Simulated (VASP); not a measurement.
Energy against volume of MgB2 (AlB2 type). All values below come from vdW-DF-cx, VASP's PBE PAW potentials (set 64) (plane waves; VASP). Run with 520 eV cut-off, 11×11×9 Γ-centred mesh, first-order Methfessel-Paxton smearing of 0.10 eV, potentials Mg B.

Shape and ions are relaxed at each volume.

```json
[
 {"V (Å³/atom)": "9.001", "E (eV/atom)": "-4.29341"},
 {"V (Å³/atom)": "9.289", "E (eV/atom)": "-4.30717"},
 {"V (Å³/atom)": "9.576", "E (eV/atom)": "-4.31200"},
 {"V (Å³/atom)": "9.863", "E (eV/atom)": "-4.30902"}
]
```

**Question.** Fit these four points and predict the energy of the run at 10.150 Å³/atom.

**Answer.** A cubic in V^(−2/3), the third-order Birch-Murnaghan form, passes through the four points with V0 = 9.60 Å³/atom and B0 = 144 GPa, and gives -4.2991 eV/atom there. The run gave -4.2992 eV/atom, -0.1 meV/atom from the fit; all five points give B0 = 144 GPa.

The compound is MgB2 in the AlB2 type structure. It was relaxed first.
